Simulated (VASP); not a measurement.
Output of a VASP run:

### OUTCAR
```
 ion  position               nearest neighbor table
   1  0.329  0.866  0.500-   5 2.46   6 2.48   6 2.48   2 2.49
   2  0.671  0.134  0.500-   5 2.46   6 2.48   6 2.48   1 2.49
   3  0.829  0.634  0.000-   6 2.46   5 2.48   5 2.48   4 2.49
   4  0.171  0.366  0.000-   6 2.46   5 2.48   5 2.48   3 2.49
   5  0.500  0.500  0.500-   1 2.46   2 2.46   3 2.48   4 2.48   3 2.48   4 2.48
   6  0.000  0.000  0.000-   3 2.46   4 2.46   1 2.48   2 2.48   1 2.48   2 2.48
  LATTYP: Found a simple orthorhombic cell.
 ALAT       =     3.0011500000
 B/A-ratio  =     1.8111590557
 C/A-ratio  =     2.0678573214
 Subroutine PRICEL returns:
 Original cell was already a primitive cell.
 Subroutine GETGRP returns: Found  8 space group operations
The static configuration has the point symmetry C_2h.
 The point group associated with its full space group is D_2h.
The dynamic configuration has the point symmetry C_2h.
 Subroutine INISYM returns: Found  8 space group operations
 Subroutine IBZKPT returns following result:
 Found     16 irreducible k-points:

 Following reciprocal coordinates:
            Coordinates               Weight
  0.000000  0.000000  0.000000      1.000000
  0.333333  0.000000  0.000000      2.000000
  0.000000  0.333333  0.000000      2.000000
  0.333333  0.333333  0.000000      4.000000
  0.000000  0.000000  0.166667      2.000000
  0.333333  0.000000  0.166667      4.000000
  0.000000  0.333333  0.166667      4.000000
  0.333333  0.333333  0.166667      8.000000
  0.000000  0.000000  0.333333      2.000000
  0.333333  0.000000  0.333333      4.000000
  0.000000  0.333333  0.333333      4.000000
  0.333333  0.333333  0.333333      8.000000
  0.000000  0.000000  0.500000      1.000000
  0.333333  0.000000  0.500000      2.000000
  0.000000  0.333333  0.500000      2.000000
  0.333333  0.333333  0.500000      4.000000
   k-points           NKPTS =     16   k-points in BZ     NKDIM =     16   number of bands    NBANDS=     28
   number of dos      NEDOS =    301   number of ions     NIONS =      6
   total plane-waves  NPLWV =  20736
   dimension x,y,z NGX =    32 NGY =   36 NGZ =   18
   dimension x,y,z NGXF=    64 NGYF=   72 NGZF=   36
   ions per type =               4   2
   PREC   = accura    normal or accurate (medium, high low for compatibility)
   ISTART =      0    job   : 0-new  1-cont  2-samecut
   ICHARG =      2    charge: 1-file 2-atom 10-const
   ISPIN  =      1    spin polarized calculation?
   LNONCOLLINEAR =      F non collinear calculations
   LSORBIT =      F    spin-orbit coupling
   INIWAV =      1    electr: 0-lowe 1-rand  2-diag
   ENCUT  =  300.0 eV  22.05 Ry    4.70 a.u.   7.68  8.76  4.24*2*pi/ulx,y,z
   NELM   =    100;   NELMIN=  2; NELMDL= -5     # of ELM steps
   EDIFF  = 0.1E-05   stopping-criterion for ELM
   LREAL  =      F    real-space projection
   NLSPLINE    = F    spline interpolate recip. space projectors
   LMAXMIX     =    4 max onsite mixed and CHGCAR
   VOSKOWN=      0    Vosko Wilk Nusair interpolation
   EDIFFG = 0.1E-04   stopping-criterion for IOM
   NSW    =      0    number of steps for IOM
   NBLOCK =      1;   KBLOCK =      1    inner block; outer block
   IBRION =     -1    ionic relax: 0-MD 1-quasi-New 2-CG
   NFREE  =      0    steps in history (QN), initial steepest desc. (CG)
   ISIF   =      2    stress and relaxation
   ISYM   =      2    0-nonsym 1-usesym 2-fastsym
   TEIN   =    0.0    initial temperature
   TEBEG  =    0.0;   TEEND  =   0.0 temperature during run
   SMASS  =  -3.00    Nose mass-parameter (am)
   PSTRESS=    0.0 pullay stress
   NELECT =      48.0000    total number of electrons
   EFERMI =   0.00;   METHOD = LEGACY
   ISMEAR =    -1;   SIGMA  =   0.01  broadening in eV -4-tet -1-fermi 0-gaus
   IALGO  =     38    algorithm
   LDIAG  =      T    sub-space diagonalisation (order eigenvalues)
   IMIX   =      4    mixing-type and parameters
     AMIX     =   0.40;   BMIX     =  1.00
     AMIX_MAG =   1.60;   BMIX_MAG =  1.00
     AMIN     =   0.10
   GGA     = CA    functional components
...
```

File OSZICAR:
```
       N       E                     dE             d eps       ncg     rms          rms(c)
DAV:   1     0.255528954076E+03    0.25553E+03   -0.19434E+04  1080   0.104E+03
DAV:   2    -0.328256324492E+02   -0.28835E+03   -0.27929E+03  1064   0.311E+02
DAV:   3    -0.463673373868E+02   -0.13542E+02   -0.13214E+02  1100   0.610E+01
DAV:   4    -0.466482118601E+02   -0.28087E+00   -0.27993E+00  1072   0.809E+00
DAV:   5    -0.466544594034E+02   -0.62475E-02   -0.62438E-02  1164   0.120E+00    0.182E+01
DAV:   6    -0.459696678614E+02    0.68479E+00   -0.73628E+00  1088   0.194E+01    0.586E+00
DAV:   7    -0.456395690109E+02    0.33010E+00   -0.33214E+00  1068   0.128E+01    0.590E+00
DAV:   8    -0.454773956028E+02    0.16217E+00   -0.59114E-01  1052   0.578E+00    0.649E-01
DAV:   9    -0.454770105972E+02    0.38501E-03   -0.50131E-02  1172   0.114E+00    0.331E-01
DAV:  10    -0.454759911307E+02    0.10195E-02   -0.84705E-03  1060   0.686E-01    0.997E-02
DAV:  11    -0.454759438219E+02    0.47309E-04   -0.74693E-04  1072   0.192E-01    0.296E-02
DAV:  12    -0.454759364290E+02    0.73929E-05   -0.67352E-05  1064   0.570E-02    0.634E-03
DAV:  13    -0.454759365984E+02   -0.16934E-06   -0.46462E-06   940   0.115E-02
   1 F= -.45475937E+02 E0= -.45475937E+02  d E =-.908556E-15
```

**OUTCAR**
```
------------------------ aborting loop because EDIFF is reached ----------------------------------------
  FORCE on cell =-STRESS in cart. coord.  units (eV):
  Direction    XX          YY          ZZ          XY          YZ          ZX
  --------------------------------------------------------------------------------------
  Total       -3.3900969     -3.9665806     -3.6350083      0.0000000      0.0000000      0.0000000
  in kB      -53.6515692    -62.7749818    -57.5275288      0.0000000      0.0000000      0.0000000
  external PRESSURE =     -57.9846933 kB  Pullay stress =       0.0000000 kB
  volume of cell :      101.24
      direct lattice vectors                 reciprocal lattice vectors
     5.435560000  0.000000000  0.000000000     0.183973684  0.000000000  0.000000000
     0.000000000  6.205950000  0.000000000     0.000000000  0.161135684  0.000000000
     0.000000000  0.000000000  3.001150000     0.000000000  0.000000000  0.333205605
 POSITION                                       TOTAL-FORCE (eV/Angst)
 -----------------------------------------------------------------------------------
      1.78950      5.37652      1.50057        -0.122046     -0.150578      0.000000
      3.64606      0.82943      1.50057         0.122046      0.150578     -0.000000
      4.50728      3.93240      0.00000        -0.122046      0.150578      0.000000
      0.92828      2.27355      0.00000         0.122046     -0.150578      0.000000
      2.71778      3.10297      1.50057        -0.000000      0.000000      0.000000
      0.00000      0.00000      0.00000        -0.000000      0.000000      0.000000
 -----------------------------------------------------------------------------------
    total drift:                               -0.000000     -0.000000     -0.000000
  FREE ENERGIE OF THE ION-ELECTRON SYSTEM (eV)
  ---------------------------------------------------
  free  energy   TOTEN  =       -45.4759365984 eV

  energy  without entropy=      -45.4759365984  energy(sigma->0) =      -45.47593660
```
(Selected blocks of OUTCAR.)

**POSCAR**
```
As2Ru
1
    5.4355600000     0.0000000000     0.0000000000
    0.0000000000     6.2059500000     0.0000000000
    0.0000000000     0.0000000000     3.0011500000
As Ru
4 2
Direct
  0.3292200000   0.8663500000   0.5000000000
  0.6707800000   0.1336500000   0.5000000000
  0.8292200000   0.6336500000   0.0000000000
  0.1707800000   0.3663500000   0.0000000000
  0.5000000000   0.5000000000   0.5000000000
  0.0000000000   0.0000000000   0.0000000000
```

Problem. Write an INCAR and KPOINTS that could have produced this output.

Solution. Several could match; the one computed here: the input of the run itself, LDA (Ceperley-Alder, Perdew-Zunger), plane waves, VASP's LDA PAW potentials (set 64).

**KPOINTS**
```
kpoints
0
gamma
 3 3 6
0 0 0
```

**INCAR**
```
SYSTEM = As2Ru
PREC = Accurate; ENCUT = 300; LREAL = .FALSE.
LASPH = .TRUE.
EDIFF = 1E-6; NELM = 100; ALGO = Normal
LMAXMIX = 4
ISMEAR = -1; SIGMA = 0.01
ISIF = 2
LWAVE = .FALSE.; LCHARG = .FALSE.
```

POTCAR, in this order: As Ru_pv (LDA.64 set). Program: vasp_std.

At this cut-off the stress carries a Pulay error, which pulls relaxed volumes low.

The structure comes from a computed database's As2Ru entry (Pnnm), a phase known from measurement. The cell was not relaxed at this level.
